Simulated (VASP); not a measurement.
OSZICAR of a VASP run on Sb₂Se₃ (space group Pnma):

File OSZICAR:
```
       N       E                     dE             d eps       ncg     rms          rms(c)
DAV:   1     0.507940427608E+03    0.50794E+03   -0.30831E+04   536   0.885E+02
DAV:   2    -0.326299837479E+02   -0.54057E+03   -0.52256E+03   672   0.190E+02
DAV:   3    -0.882009309366E+02   -0.55571E+02   -0.54834E+02   632   0.650E+01
DAV:   4    -0.898023562181E+02   -0.16014E+01   -0.15916E+01   704   0.112E+01
DAV:   5    -0.898505694859E+02   -0.48213E-01   -0.48129E-01   688   0.175E+00    0.120E+01
DAV:   6    -0.876764031940E+02    0.21742E+01   -0.59541E+00   661   0.571E+00    0.795E+00
DAV:   7    -0.876186670742E+02    0.57736E-01   -0.13861E+00   696   0.286E+00    0.236E+00
DAV:   8    -0.876000303701E+02    0.18637E-01   -0.98612E-02   648   0.932E-01    0.949E-01
DAV:   9    -0.875996489864E+02    0.38138E-03   -0.15956E-02   672   0.431E-01    0.177E-01
DAV:  10    -0.875998922850E+02   -0.24330E-03   -0.18222E-03   632   0.139E-01    0.852E-02
DAV:  11    -0.876000986258E+02   -0.20634E-03   -0.37033E-04   696   0.597E-02    0.416E-02
DAV:  12    -0.876001772019E+02   -0.78576E-04   -0.86714E-05   616   0.300E-02    0.164E-02
DAV:  13    -0.876002086781E+02   -0.31476E-04   -0.40142E-05   624   0.182E-02    0.823E-03
DAV:  14    -0.876002119234E+02   -0.32453E-05   -0.31216E-06   504   0.537E-03    0.349E-03
DAV:  15    -0.876002136163E+02   -0.16929E-05   -0.22915E-06   520   0.424E-03    0.128E-03
DAV:  16    -0.876002136506E+02   -0.34282E-07   -0.18724E-07   400   0.134E-03
   1 F= -.87600214E+02 E0= -.87600214E+02  d E =-.456137E-31
```

### Question
Which electronic solver shows in the log?

### Answer
It is blocked Davidson (ALGO = Normal, or the opening steps of other solvers). The INCAR had ALGO = Normal.

### Question
Can the final energy be trusted as converged?

### Answer
The run converged. It stopped with EDIFF = 1E-6, NELM = 100 (PBEsol GGA, plane waves, VASP's PBE PAW potentials (set 64)).

The structure comes from a computed database's Sb2Se3 entry; how it stands against other phases isn't given here. The cell was not relaxed at this level. The k-mesh is coarse (spacing up to 0.52 per Å, 2π included), so the numbers may not be converged in it. The run is one of a series of settings (GGA = PS against the base run), some of them coarse on purpose.
